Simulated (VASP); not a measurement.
A convergence study with VASP on Au (fcc): a few settings are varied, all else stays as given below, so the limit is that of these other settings. The cell's lengths are 1 % over those of the tabulated start, so it is off equilibrium.

```yaml
crystal:
  lattice:
    - [0.00000, 2.06040, 2.06040]
    - [2.06040, 0.00000, 2.06040]
    - [2.06040, 2.06040, 0.00000]
  atoms:
    - { symbol: Au, position: [0.00000, 0.00000, 0.00000] }
```

The numbers are results of PBEsol GGA, VASP's PBE PAW potentials (set 64) (plane waves; VASP), not measurements. The last row used: 550 eV cut-off, 13×13×13 Γ-centred mesh, first-order Methfessel-Paxton smearing of 0.10 eV, potentials Au.

```csv
setting,E (eV/atom),pressure (GPa),electronic steps
"ALGO = Normal, EDIFF = 1E-2",-3.9182,-5.60,8
"ALGO = Normal, EDIFF = 1E-3",-3.9182,-5.10,9
"ALGO = Normal, EDIFF = 1E-4",-3.9182,-5.10,9
"ALGO = Normal, EDIFF = 1E-5",-3.9182,-5.02,10
"ALGO = Normal, EDIFF = 1E-6",-3.9182,-5.03,11
"ALGO = Normal, EDIFF = 1E-7",-3.9182,-5.03,11
"ALGO = Normal, EDIFF = 1E-8",-3.9182,-5.03,11
"ALGO = Normal, EDIFF = 1E-9",-3.9182,-5.03,14
"ALGO = Fast, EDIFF = 1E-2",-3.9183,-7.92,8
"ALGO = Fast, EDIFF = 1E-3",-3.9182,-4.33,9
"ALGO = Fast, EDIFF = 1E-4",-3.9182,-4.47,9
"ALGO = Fast, EDIFF = 1E-5",-3.9182,-4.70,10
"ALGO = Fast, EDIFF = 1E-6",-3.9182,-4.97,12
"ALGO = Fast, EDIFF = 1E-7",-3.9182,-5.03,13
"ALGO = Fast, EDIFF = 1E-8",-3.9182,-5.03,16
"ALGO = Fast, EDIFF = 1E-9",-3.9182,-5.03,16
"ALGO = All, EDIFF = 1E-2",-3.9180,-5.07,9
"ALGO = All, EDIFF = 1E-3",-3.9182,-4.94,10
"ALGO = All, EDIFF = 1E-4",-3.9182,-5.04,11
"ALGO = All, EDIFF = 1E-5",-3.9182,-5.04,11
"ALGO = All, EDIFF = 1E-6",-3.9182,-5.05,12
"ALGO = All, EDIFF = 1E-7",-3.9182,-5.01,13
"ALGO = All, EDIFF = 1E-8",-3.9182,-5.02,15
"ALGO = All, EDIFF = 1E-9",-3.9182,-5.03,15
```

Left out are rungs that failed or repeat a setting and relaxations that didn't move; long series are thinned to 24 rows.

The compound is Au in the fcc structure. The cell was not relaxed at this level.
